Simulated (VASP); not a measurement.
These are LDA (Ceperley-Alder, Perdew-Zunger), VASP's LDA PAW potentials (set 64) (plane waves; VASP 6.6.1) values and carry that method's errors.

VASP input:

### INCAR
```
SYSTEM = BN
PREC = Accurate
ENCUT = 520
EDIFF = 1E-7
NELM = 100
ALGO = Normal
LREAL = .FALSE.
LASPH = .TRUE.
ISMEAR = 0
SIGMA = 0.05
LWAVE = .FALSE.
LCHARG = .FALSE.
LORBIT = 11
ICHARG = 11
```

**KPOINTS**
```
k-points along high-symmetry lines
10
Line-mode
Reciprocal
  0.000000   0.000000   0.000000 ! GAMMA
 -0.000000   0.500000   0.000000 ! M

 -0.000000   0.500000   0.000000 ! M
 -0.333333   0.666667   0.000000 ! K

 -0.333333   0.666667   0.000000 ! K
  0.000000   0.000000   0.000000 ! GAMMA

  0.000000   0.000000   0.000000 ! GAMMA
  0.000000   0.000000   0.500000 ! A

  0.000000   0.000000   0.500000 ! A
 -0.000000   0.500000   0.500000 ! L

 -0.000000   0.500000   0.500000 ! L
 -0.333333   0.666667   0.500000 ! H

 -0.333333   0.666667   0.500000 ! H
  0.000000   0.000000   0.500000 ! A

 -0.000000   0.500000   0.500000 ! L
 -0.000000   0.500000   0.000000 ! M

 -0.333333   0.666667   0.500000 ! H
 -0.333333   0.666667   0.000000 ! K
```

### POSCAR
```
BN
1
    1.2453450399    -2.1570012647     0.0000000000
    1.2453450399     2.1570012647     0.0000000000
    0.0000000000     0.0000000000     6.4613565673
B N
2 2
Direct
  0.3333330000   0.6666670000   0.2500000000
  0.6666670000   0.3333330000   0.7500000000
  0.6666670000   0.3333330000   0.2500000000
  0.3333330000   0.6666670000   0.7500000000
```

POTCAR, in this order: B N (LDA.64 set). Program: vasp_std. Read from the step before: CHGCAR.

The resulting files:

File OSZICAR:
```
       N       E                     dE             d eps       ncg     rms          rms(c)
DAV:   1     0.538538931654E+02    0.53854E+02   -0.81715E+03  2160   0.122E+03
DAV:   2    -0.328826658605E+02   -0.86737E+02   -0.77704E+02  3084   0.231E+02
DAV:   3    -0.364702642531E+02   -0.35876E+01   -0.35556E+01  2668   0.493E+01
DAV:   4    -0.365061333002E+02   -0.35869E-01   -0.35848E-01  2616   0.505E+00
DAV:   5    -0.365068218237E+02   -0.68852E-03   -0.68789E-03  2696   0.587E-01
DAV:   6    -0.365068422019E+02   -0.20378E-04   -0.20377E-04  2672   0.847E-02
DAV:   7    -0.365068429366E+02   -0.73471E-06   -0.73442E-06  2676   0.141E-02
DAV:   8    -0.365068429650E+02   -0.28433E-07   -0.28436E-07  2168   0.243E-03
   1 F= -.36506843E+02 E0= -.36506843E+02  d E =-.270390E-16
```

OUTCAR:
```
 val. band max:        2.5052922967   @ k =  -0.2963   0.5926   0.0000

 cond. band min:       6.5068592850   @ k =   0.0000   0.5000   0.0000



 k-point     1 :       0.0000    0.0000    0.0000
  band No.  band energies     occupation
      1     -15.2711      2.00000
      2     -14.8873      2.00000
      3      -4.0916      2.00000
      4      -1.5871      2.00000
      5       1.1219      2.00000
      6       1.1220      2.00000
      7       1.1701      2.00000
      8       1.1702      2.00000
      9       7.5787      0.00000
     10      12.8776      0.00000
     11      13.9960      0.00000
     12      14.0217      0.00000

 k-point     2 :       0.0000    0.0556    0.0000
  band No.  band energies     occupation
      1     -15.2095      2.00000
      2     -14.8283      2.00000
      3      -4.0067      2.00000
      4      -1.5116      2.00000
      5       0.8703      2.00000
      6       0.9162      2.00000
      7       0.9995      2.00000
      8       1.0503      2.00000
      9       7.6900      0.00000
     10      12.8334      0.00000
     11      13.9399      0.00000
     12      14.1274      0.00000

 k-point     3 :       0.0000    0.1111    0.0000
  band No.  band energies     occupation
      1     -15.0262      2.00000
      2     -14.6528      2.00000
      3      -3.7532      2.00000
      4      -1.2873      2.00000
      5       0.1724      2.00000
      6       0.2186      2.00000
      7       0.6677      2.00000
      8       0.7246      2.00000
      9       8.0002      0.00000
     10      12.6773      0.00000
     11      13.7535      0.00000
     12      14.0596      0.00000

 k-point     4 :       0.0000    0.1667    0.0000
  band No.  band energies     occupation
      1     -14.7252      2.00000
      2     -14.3653      2.00000
      3      -3.3349      2.00000
      4      -0.9203      2.00000
      5      -0.8392      2.00000
      6      -0.7832      2.00000
      7       0.2082      2.00000
...
```

The density is held fixed in this step, so its total energy and stress have no physical meaning.

The compound is BN in the hex structure. It was relaxed first.
